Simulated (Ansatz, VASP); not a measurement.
## Al2V (Al2V in the C11b ordering) in two plane-wave programs

Aim: how closely do two programs agree when they are given the same cell, functional and k mesh? The cell is generated by rule, not measured, and may not be a known phase. The cell is taken from a series of runs on this material, whose earlier steps may have relaxed, scaled, displaced or heated it; both programs get it as it stands.

Method: plane waves, with VASP 6.6.1 beside it; relaxation of cell and atoms at PBEsol and zone-centre phonons at PBEsol, in Ansatz 0.2.0.

The structure was built from a prototype and need not be the compound's stable phase.

## 1. Set-up

The structure is tetragonal, space group I4/mmm (No. 139). The conventional cell has a = 3.017 Å, b = 3.017 Å, c = 9.536 Å, α = 90.00°, β = 90.00°, γ = 90.00°. Nearest to V lie 8 Al at 2.62 Å. Nearest to Al lie 4 V at 2.62 Å and 4 Al at 2.74 Å. Farther neighbours are not listed.

Structure file:

```cif
data_structure
_symmetry_space_group_name_H-M 'P 1'
_symmetry_Int_Tables_number 1
_cell_length_a 3.0171
_cell_length_b 3.0171
_cell_length_c 5.2237
_cell_angle_alpha 73.215
_cell_angle_beta 73.215
_cell_angle_gamma 90.000
_cell_volume 43.40
loop_
_atom_site_label
_atom_site_type_symbol
_atom_site_fract_x
_atom_site_fract_y
_atom_site_fract_z
_atom_site_occupancy
V1 V 0.00000 0.00000 0.00000 1
Al2 Al 0.65985 0.65985 0.68030 1
Al3 Al 0.34015 0.34015 0.31970 1
```

## 2. Ansatz: relaxation of cell and atoms, PBEsol, pair 1

Ansatz runs on its default PAW (the set named soft_2) files.

The relaxed volume is the usual yardstick between codes: in a stiff, nearly cubic crystal its relative difference is about their pressure difference at one cell divided by the bulk modulus.

File input.yaml:

```yaml
crystal:
  lattice:
    - [3.0170576663, 0.0, 1.5951e-06]
    - [0.0, 3.0170576663, 1.5951e-06]
    - [1.5085263122, 1.5085263122, 4.7681712666]
  atoms:
    - { symbol: V, position: [0.0, 0.0, 0.0] }
    - { symbol: Al, position: [0.6598485227, 0.6598485227, 0.6803029546] }
    - { symbol: Al, position: [0.3401514773, 0.3401514773, 0.3196970454] }
kpoints:
  mp_grid: { grid: [10, 10, 10] }
hamiltonian:
  xc: pbesol
scf:
  occupations: { method: methfessel_paxton, width: 0.2 }
output:
  forces: true
  stress: true
  eigenvalues: true
relax:
  adjacent_minimum: "off"
  f_tol: 0.001
  max_steps: 60
  cell: { stress_tol: 0.01 }
```

The run is started by

```console
$ ansatz run input.yaml --threads 4 --pin off --max-ram 8192MiB --backend cpu --events-out ev --progress --plain --runs-dir out
```

Numbers of over 12 decimals in the logs are rounded to 6 here.

Log:

```text
Engine: ansatz 0.2.0, aarch64-unknown-linux-gnu
Pseudopotentials: kind: paw
Pseudopotential: V, paw, valence charge 13, recommended cutoff 420 eV (normal), V.paw.azcp
Pseudopotential: Al, paw, valence charge 3, recommended cutoff 420 eV (normal), Al.paw.azcp
Functional definition: PBEsol
  exchange = pbesol_x
  correlation = pbesol_c
Crystal: 3 atoms, lattice volume = 43.403 Å³
Basis set: ecut = 420 eV, 843 PW (Γ), exchange–correlation on 48×48×72 points (8 copies of the dense FFT grid, shifted against one another)
Bands: 14, of which v1, the nominal top of the filled ones, is band 10 counted from 1 (9 counted from 0)
Symmetry: 16 space group operations
Space group: I4/mmm (ITA 139), of the structure as read, at distance tolerance 3.5e-5 Å
k-points: 102 of 1000
Non-local potential: V, projectors of the file, l = 0: 3, l = 1: 2, l = 2: 3, l = 3: 1
Non-local potential: Al, projectors of the file, l = 0: 2, l = 1: 2, l = 2: 1
PAW form: soft (Blöchl's): semilocal exchange-correlation on the pseudo side does not see the compensation charge
PAW frozen core: V, regenerated for the run's functional, and the local potential with it (the file was generated under x = pbe(κ = 0.804, μ = 0.219515), c = pbe(β = 0.066725))
PAW frozen core: Al, regenerated for the run's functional, and the local potential with it (the file was generated under x = pbe(κ = 0.804, μ = 0.219515), c = pbe(β = 0.066725))
PAW one-centre angular grid: V, 590 points (default); XC on 64 Gauss nodes
PAW one-centre angular grid: Al, 110 points (default); XC on 64 Gauss nodes
Initial density: superposition of atomic densities (neutral atoms: chi_scale 0, normalization atom), corrected by the library's trained network
Initial wavefunctions: pseudopotential atomic-orbital guess
Functional: x = pbesol(κ = 0.804, μ = 0.123457), c = pbesol(β = 0.046)
SCF iter   1: F=—  HF=-3934.554878 eV  |F-HF|=—  |Δ(HF+E_count)|=         —  Δρ=8.94e-3  dr2=3.47e-2  ethr=1.77e-3  ⟨swp⟩=5.0  Hψ=7412  notcnv=0
preconditioner: auto → Kerker (q_TF=auto, 2.377 Å⁻¹)  [metal: Δε(μ)=0.004 eV  Ē_g=5.434 eV  σ=0.200 eV  W_gap=0.02  n_scr=10 (ndim 8)  ℏωp=18.7 eV  f_vac=0.000  D(μ)=3.93/eV (n_scr^D=50)]
SCF iter   2: F=—  HF=-3934.547698 eV  |F-HF|=—  |Δ(HF+E_count)|=   7.18e-3  S|Δr|=    0.00e0  Δρ=3.14e-3  dr2=6.00e-3  ethr=1.82e-4  ⟨swp⟩=1.0  Hψ=2244  notcnv=0
SCF iter   3: F=—  HF=-3934.546480 eV  |F-HF|=—  |Δ(HF+E_count)|=   1.22e-3  S|Δr|=    0.00e0  Δρ=1.00e-3  dr2=6.52e-4  ethr=3.16e-5  ⟨swp⟩=1.1  Hψ=1503  notcnv=0
SCF iter   4: F=—  HF=-3934.546346 eV  |F-HF|=—  |Δ(HF+E_count)|=   1.34e-4  S|Δr|=    0.00e0  Δρ=1.74e-4  dr2=1.21e-5  ethr=3.43e-6  ⟨swp⟩=2.0  Hψ=1773  notcnv=0
SCF iter   5: F=—  HF=-3934.546334 eV  |F-HF|=—  |Δ(HF+E_count)|=   1.12e-5  S|Δr|=    0.00e0  Δρ=4.63e-5  dr2=9.15e-7  ethr=6.39e-8  ⟨swp⟩=1.3  Hψ=1596  notcnv=0
SCF iter   6: F=-3934.546334 eV  HF=-3934.546334 eV  |F-HF|=8.50e-9  |Δ(HF+E_count)|=   2.99e-7  S|Δr|=    0.00e0  Δρ=7.36e-6  dr2=1.37e-8  ethr=5.26e-10  ⟨swp⟩=5.0  Hψ=5972  notcnv=0
SCF 1 converged in 6 iterations: F = -3934.546334 eV  dr2 = 1.37e-8
  greatest PAW one-centre occupation: 1.000 electrons in one spin orbital (limit 2), on the V atom at site 0 (counted from 0), in its partial waves of l = 0
relax step   1: F+E_penalty+E_count = -3934.54633405 eV  Δ(F+E_penalty+E_count) = +0.000e0 eV  max|allowed force component| = 4.675e-3 eV/Å  Δτ_max = 0.0000 Å  P = -0.011 GPa  Ω = 43.403 Å³  (6 SCF iters, dr2 threshold 1.00e-7 eV, accepted)
[...]
relax step   2: F+E_penalty+E_count = -3934.54633905 eV  Δ(F+E_penalty+E_count) = -5.005e-6 eV  max|allowed force component| = 1.403e-3 eV/Å  Δτ_max = 0.0004 Å  P = -0.003 GPa  Ω = 43.402 Å³  energy of the carried Pulay correction = +4.107e-7 eV  (5 SCF iters, dr2 threshold 3.50e-9 eV, accepted)
[...]
relax step   3: F+E_penalty+E_count = -3934.54634105 eV  Δ(F+E_penalty+E_count) = -2.001e-6 eV  max|allowed force component| = 6.028e-4 eV/Å  Δτ_max = 0.0002 Å  P = -0.000 GPa  Ω = 43.402 Å³  energy of the carried Pulay correction = +4.072e-7 eV  (5 SCF iters, dr2 threshold 1.02e-9 eV, accepted)
[...]
relax step   4: F+E_penalty+E_count = -3934.54634254 eV  Δ(F+E_penalty+E_count) = -1.484e-6 eV  max|allowed force component| = 6.080e-4 eV/Å  Δτ_max = 0.0000 Å  P = -0.000 GPa  Ω = 43.402 Å³  stress off target by 6.63e-3 GPa  SCF on the basis re-selected at this cell (its energy is not comparable with the rows above)  (6 SCF iters)
basis re-selected at this cell: Δ(F+E_penalty+E_count) = -1.484e-6 eV, ΔP = +0.000 GPa vs the last step (what re-selecting the basis moved, of the pressure what is left beyond the Pulay correction that the steps carried, after the strain that the cell walked since its last selection, with what the two solves' SCF thresholds leave and, on support functions, any second-order correction that the steps lacked; it is no m [...]
SCF converged after 6 iterations
Stability not checked: this state was not tested for a lower state beside it, because cold or Methfessel-Paxton smearing, or corrected tetrahedra, fill the levels in a way that the test cannot read (fill_not_monotonic; see scf.lower_state_search)
Free energy (F): -3934.546343 eV
Harris-Foulkes:  -3934.546343 eV  (|F-HF|=4.55e-13)
Internal energy: -3934.540783 eV  (E = F + TS)
E sigma→0 (E₀):  -3934.544953 eV
Entropy (-TS):   -0.005560 eV (-1.853 meV/atom)
Fermi energy:    11.050811 eV
--- Per-component energies (eV) ---
  E_band       = -179.272380
  E_kinetic    = 384.501668
  E_local      = -1531.477617  (includes V_loc(G=0)·N_el)
  E_nonlocal   = -22.297684
  E_hartree    = 710.039502
  E_xc         = -209.298275
  E_vxc        = -224.428912  (∫ρ·V_xc dr)
  E_paw        = -1996.709341  (= ΣΔE_a)
  E_vpaw       = -205.649126  (= ΣTr[D̂ρ^β])
  E_aug_tail   = 0.000252  (compensation charges beyond the density's cutoff)
  E_ewald      = -1269.487245
  E_core_change = 0.187957  (= ΣΔE_core)
  E_smearing   = -0.005560  (= −TS)
  E_closure    = 0.000000  (closes the sum)
  Σ components = -3934.546343   (vs F -3934.546343, Δ=0.00e0)
--- Forces (eV/Å), atoms counted from 1 ---
  atom   1  V      0.00000000    -0.00000000     0.00000000
  atom   2  Al     0.00000000     0.00000000    -0.00060799
  atom   3  Al    -0.00000000    -0.00000000     0.00060799
  max |Σ_I F_I| component: 0.00e0 eV/Å
--- Stress (GPa, compression-positive) ---
        0.003021      -0.000000       0.000000
       -0.000000       0.003021       0.000000
        0.000000       0.000000      -0.006633
  P = ⅓ Tr σ = -0.0002 GPa (-0.002 kbar)
--- Band table (eV; the first three rows and the last of 102) ---
  k-point 0: bands = [... 6 lower, 7.4024, 9.7319, 11.3986, 11.3986, 12.5079, 12.8550, 16.4683, 17.3785]
  k-point 1: bands = [... 6 lower, 8.0474, 9.7214, 11.4188, 11.4188, 12.5085, 12.9224, 16.5430, 16.9949]
  k-point 2: bands = [... 6 lower, 8.8627, 9.6943, 11.4737, 11.4737, 12.5100, 13.1498, 16.4417, 16.4417]
  k-point 101: bands = [... 6 lower, 7.9299, 9.1883, 9.8784, 10.3463, 10.7787, 13.0301, 13.4149, 13.7545]
--- Relaxed structure (3 steps of the walk, 3 accepted, 1 SCFs on fresh bases) ---
  F+E_penalty+E_count = -3934.54634254 eV   max|allowed force component| = 6.080e-4 eV/Å   (the final SCF, on the basis selected at the relaxed cell)
  cell:  # Å, volume = 43.4017 Å³
    - [3.018058, -4.2180774434035953e-13, 1.5956438771087966e-6]
    - [-4.2180774434044364e-13, 3.018058, 1.5956438771089569e-6]
    - [1.509026, 1.509026, 4.764883]
  atoms:
    - { symbol: V, position: [0, 0, 0] }
    - { symbol: Al, position: [0.659788, 0.659788, 0.680424] }
    - { symbol: Al, position: [0.340212, 0.340212, 0.319576] }
```

## 3. VASP: relaxation of cell and atoms, PBEsol, pair 1

The same cell, functional, mesh and smearing now go to VASP, with its own data sets.

Lines of VASP's logs that name or quote its potential files are left out, and so is its time.

File INCAR:

```
SYSTEM = Al2V
PREC = Accurate
ENCUT = 500
EDIFF = 1E-07
NELM = 120
ISMEAR = 1
SIGMA = 0.2
LREAL = .FALSE.
ALGO = Normal
GGA = PS
NBANDS = 15
LASPH = .TRUE.
LORBIT = 11
LWAVE = .FALSE.
LCHARG = .FALSE.
ISIF = 3
IBRION = 2
NSW = 80
EDIFFG = -0.005
GGA_COMPAT = .FALSE.
NELMIN = 4
KPAR = 2
```

File POSCAR:

```
Al2V
1.0
    3.0170580000      0.0000000000      0.0000020000
    0.0000000000      3.0170580000      0.0000020000
    1.5085260000      1.5085260000      4.7681710000
V Al
1 2
Direct
    0.0000000000      0.0000000000      0.0000000000
    0.6598485184      0.6598485184      0.6803029633
    0.3401514816      0.3401514816      0.3196970368
```

File KPOINTS:

```
Automatic mesh
0
Gamma
10 10 10
0 0 0
```

The projector-augmented-wave data sets are V_sv and Al (PBE family, release 64).

The run is started by

```console
$ mpirun -np 2 vasp_std
```

Log:

```text
[banner, memory and clock lines left out]
running    2 mpi-ranks, on    1 nodes
 distrk:  each k-point on    1 cores,    2 groups
 distr:  one band on    1 cores,    1 groups

 POSCAR found type information on POSCAR V Al
 POSCAR found :  2 types and       3 ions
|                                                                             |
|               ----> ADVICE to this user running VASP <----                  |
|                                                                             |
|     You enforced a specific xc type in the INCAR file but a different       |
|     [... a line on the potential file left out ...]
|     I HOPE YOU KNOW WHAT YOU ARE DOING!                                     |
|                                                                             |

 LDA part: xc-table for (Slater+PW92), standard interpolation
 POSCAR, INCAR and KPOINTS ok, starting setup
 FFT: planning ... GRIDC
 FFT: planning ... GRID_SOFT
 FFT: planning ... GRID
 WAVECAR not read
 entering main loop
       N       E                     dE             d eps       ncg     rms          rms(c)
DAV:   1     0.110773393314E+03    0.11077E+03   -0.88069E+03  3068   0.115E+03
DAV:   2    -0.173487443816E+02   -0.12812E+03   -0.12590E+03  3186   0.323E+02
DAV:   3    -0.205227048611E+02   -0.31740E+01   -0.31057E+01  4117   0.508E+01
DAV:   4    -0.205515088563E+02   -0.28804E-01   -0.28800E-01  3312   0.543E+00
DAV:   5    -0.205521184548E+02   -0.60960E-03   -0.60959E-03  4117   0.813E-01    0.193E+01
DAV:   6    -0.208416254570E+02   -0.28951E+00   -0.42072E+01  3489   0.534E+01    0.141E+01
DAV:   7    -0.182220567715E+02    0.26196E+01   -0.20888E+01  3547   0.395E+01    0.557E+00
DAV:   8    -0.179963226994E+02    0.22573E+00   -0.11753E+00  3312   0.925E+00    0.853E-01
DAV:   9    -0.179867710445E+02    0.95517E-02   -0.70021E-02  3809   0.174E+00    0.702E-01
DAV:  10    -0.179842461248E+02    0.25249E-02   -0.15327E-02  3452   0.115E+00    0.207E-01
DAV:  11    -0.179838492507E+02    0.39687E-03   -0.21281E-03  3536   0.250E-01    0.646E-02
DAV:  12    -0.179838426389E+02    0.66118E-05   -0.40611E-04  3501   0.144E-01    0.519E-02
DAV:  13    -0.179838228362E+02    0.19803E-04   -0.52368E-05  3655   0.505E-02    0.240E-02
DAV:  14    -0.179838214315E+02    0.14048E-05   -0.21369E-06  3592   0.143E-02    0.840E-03
DAV:  15    -0.179838207919E+02    0.63959E-06   -0.38022E-06  3754   0.111E-02    0.196E-03
DAV:  16    -0.179838207971E+02   -0.52428E-08   -0.65953E-08  1787   0.191E-03
   1 F= -.17983821E+02 E0= -.17981996E+02  d E =-.179838E+02
 curvature:   0.00 expect dE= 0.000E+00 dE for cont linesearch  0.000E+00
 trial: gam= 0.00000 g(F)=  0.723E-07 g(S)=  0.305E-04 ort = 0.000E+00 (trialstep = 0.100E+01)
 search vector abs. value=  0.306E-04
 bond charge predicted
       N       E                     dE             d eps       ncg     rms          rms(c)
DAV:   1    -0.179844917825E+02   -0.67099E-03   -0.89142E-03  3263   0.120E+00    0.272E-01
DAV:   2    -0.179857536893E+02   -0.12619E-02   -0.21084E-02  3481   0.117E+00    0.377E-01
DAV:   3    -0.179838265627E+02    0.19271E-02   -0.84899E-03  3494   0.713E-01    0.232E-02
DAV:   4    -0.179838238626E+02    0.27002E-05   -0.75764E-05  3179   0.619E-02    0.121E-02
DAV:   5    -0.179838221351E+02    0.17274E-05   -0.70539E-06  3753   0.270E-02    0.683E-03
DAV:   6    -0.179838218256E+02    0.30956E-06   -0.17916E-06  3438   0.132E-02    0.893E-04
DAV:   7    -0.179838218138E+02    0.11712E-07   -0.31043E-08  1649   0.173E-03
   2 F= -.17983822E+02 E0= -.17982000E+02  d E =-.101672E-05
 trial-energy change:   -0.000001  1 .order   -0.000004   -0.000031    0.000022
 step:   0.4865(harm=  0.5855)  dis= 0.00002  next Energy=   -17.983828 (dE=-0.705E-05)
 bond charge predicted
       N       E                     dE             d eps       ncg     rms          rms(c)
DAV:   1    -0.179840021498E+02   -0.18032E-03   -0.23530E-03  3256   0.617E-01    0.139E-01
DAV:   2    -0.179843288810E+02   -0.32673E-03   -0.54230E-03  3474   0.597E-01    0.193E-01
DAV:   3    -0.179838289987E+02    0.49988E-03   -0.22511E-03  3494   0.366E-01    0.127E-02
DAV:   4    -0.179838279592E+02    0.10394E-05   -0.19585E-05  3186   0.330E-02    0.620E-03
DAV:   5    -0.179838276422E+02    0.31699E-06   -0.17032E-06  3781   0.133E-02    0.343E-03
DAV:   6    -0.179838276341E+02    0.81118E-08   -0.43014E-07  3143   0.656E-03
   3 F= -.17983828E+02 E0= -.17982004E+02  d E =-.683701E-05
 curvature:  -0.28 expect dE=-0.207E-06 dE for cont linesearch -0.133E-09
 trial: gam= 0.02842 g(F)=  0.295E-06 g(S)=  0.454E-06 ort =-0.121E-06 (trialstep = 0.897E+00)
 search vector abs. value=  0.766E-06
 reached required accuracy - stopping structural energy minimisation
```

OUTCAR, selected parts (step 3):

```text
ion  position               nearest neighbor table
   1  0.000  0.000  0.000-   2 2.62   3 2.62   2 2.62   2 2.62   3 2.62   3 2.62   2 2.62   3 2.62

  LATTYP: Found a body centered tetragonal cell.
 ALAT       =     3.0170580000
 C/A-ratio  =     3.1608069848

 Subroutine GETGRP returns: Found 16 space group operations
 (whereof 16 operations were pure point group operations)

The static configuration has the point symmetry D_4h.

 Found    102 irreducible k-points:

   k-points           NKPTS =    102   k-points in BZ     NKDIM =    102   number of bands    NBANDS=     15

   dimension x,y,z NGX =    24 NGY =   24 NGZ =   40
   dimension x,y,z NGXF=    48 NGYF=   48 NGZF=   80

   ENCUT  =  500.0 eV  36.75 Ry    6.06 a.u.   5.50  5.50  9.52*2*pi/ulx,y,z

   NELECT =      19.0000    total number of electrons

 k-points in reciprocal lattice and weights: Automatic mesh
   0.00000000  0.00000000  0.00000000       0.001
   0.10000000  0.00000000  0.00000000       0.008
   0.20000000  0.00000000  0.00000000       0.008
   0.30000000  0.00000000  0.00000000       0.008
   0.40000000  0.00000000  0.00000000       0.008
   0.50000000  0.00000000  0.00000000       0.004
   0.10000000  0.10000000  0.00000000       0.008
   0.20000000  0.10000000  0.00000000       0.016
   0.30000000  0.10000000  0.00000000       0.016
[...]
-0.10000000 -0.10000000  0.40000000       0.004
   0.00000000  0.00000000  0.50000000       0.001

 average (electrostatic) potential at core
       1 -71.0410       2 -70.6340       3 -70.6340

 E-fermi :   8.9708

 k-point     1 :       0.0000    0.0000    0.0000
  band No.  band energies     occupation
    ...
      4     -28.6438      2.00000
      5      -1.4144      2.00000
      6       4.5332      2.00000
      7       5.3140      2.00000
      8       7.6536      2.00000
      9       9.3172     -0.03434
     10       9.3172     -0.03434
     11      10.4228     -0.00000
     12      10.7604     -0.00000
     13      14.4000      0.00000
    ...

 k-point     2 :       0.1000    0.0000    0.0000
  band No.  band energies     occupation
    ...
      4     -28.6423      2.00000
      5      -1.2305      2.00000
      6       4.4426      2.00000
      7       5.6184      2.00000
      8       7.6745      2.00000
      9       9.0400      0.45103
     10       9.3623     -0.01830
     11      10.2551     -0.00000
     12      10.7926     -0.00000
     13      13.0947      0.00000
    ...

 k-point     3 :       0.2000    0.0000    0.0000
  band No.  band energies     occupation
    ...
      5      -0.6862      2.00000
      6       4.4155      2.00000
      7       6.2181      2.00000
      8       7.5674      2.00000
      9       8.2136      2.00000
     10       9.4816     -0.00181
     11       9.8677     -0.00000
     12      10.9183     -0.00000
     13      11.8195     -0.00000
     14      13.7630      0.00000
    ...

  Total        0.0014962      0.0014962     -0.0048716     -0.0000000      0.0000000      0.0000000
  in kB        0.0551993      0.0551993     -0.1797258     -0.0000000      0.0000001      0.0000001
  external PRESSURE =      -0.0231090 kB  Pullay stress =       0.0000000 kB

  energy-cutoff  :      500.00
  volume of cell :       43.43
      direct lattice vectors                 reciprocal lattice vectors
     3.017702471  0.000000000  0.000002000     0.331378000  0.000000070 -0.104845290
     0.000000000  3.017702471  0.000002000     0.000000070  0.331378000 -0.104845290
     1.508848235  1.508848235  4.768923960    -0.000000139 -0.000000139  0.209690997

 POSITION                                       TOTAL-FORCE (eV/Angst)
 -----------------------------------------------------------------------------------
      0.00000      0.00000      0.00000        -0.000000      0.000000     -0.000000
      3.01770      3.01770      3.24434        -0.000000     -0.000000      0.001747
      1.50885      1.50885      1.52459         0.000000      0.000000     -0.001747
 -----------------------------------------------------------------------------------
    total drift:                                0.000000      0.000000      0.000000

  FREE ENERGIE OF THE ION-ELECTRON SYSTEM (eV)
  ---------------------------------------------------
  free  energy   TOTEN  =       -17.9838276341 eV

  energy  without entropy=      -17.9783576003  energy(sigma->0) =      -17.98200429

 reached required accuracy - stopping structural energy minimisation

 total charge
# of ion       s       p       d       tot
------------------------------------------
    1        2.262   6.210   3.110  11.581
    2        0.422   0.393   0.000   0.815
    3        0.422   0.393   0.000   0.815
--------------------------------------------------
tot          3.105   6.996   3.110  13.211

[... 3 further parts left out ...]
```

CONTCAR:

```
Al2V
   1.00000000000000
     3.0177024713820457    0.0000000000000003    0.0000020004432862
     0.0000000000000003    3.0177024713820457    0.0000020004432862
     1.5088482352516315    1.5088482352516315    4.7689239601435469
  V               Al
     1     2
Direct
     0.0000000000000000    0.0000000000000000    0.0000000000000000
     0.6598463874515019    0.6598463874515019    0.6803072251969910
     0.3401536125484981    0.3401536125484981    0.3196927749030108
```

This run has no spin polarisation, so a moment on V, if there is one, isn't seen. Its electron count is odd, so without a moment it is a metal by construction. The run keeps the 16 symmetry operations of its start, so it cannot find a distortion of lower symmetry.

## 4. Differences

Known differences besides the potentials themselves: the cutoff is 420 eV in Ansatz and 500 eV in VASP; Ansatz makes its cores anew for this functional, VASP keeps those of its PBE data sets; Ansatz adds a Pulay correction to the stress that steers its cell, VASP none. Total energies have different zeros and are not compared.

The two programs side by side:

```csv
quantity,Ansatz,VASP,difference
volume (Å³),43.40,43.43,-0.06 %
"edge a after relaxation, in the typed setting (Å)",3.018,3.018,+0.01 %
"edge c after relaxation, in the typed setting (Å)",5.221,5.224,-0.07 %
```

[end of part 1 of 2]

[Lines on the potential files, build, host, timing and source positions are cut from VASP's logs without a mark.]

[Logs are printed without paths, hosts, clocks, repeated set-up lines and the standing remarks that a program may print on its own settings, such as how far it seeks lower states.]

[Hosts, paths, dates, database ids (printed as entryN), source tags and the programs' standing remarks are cut or masked in the printed files.]
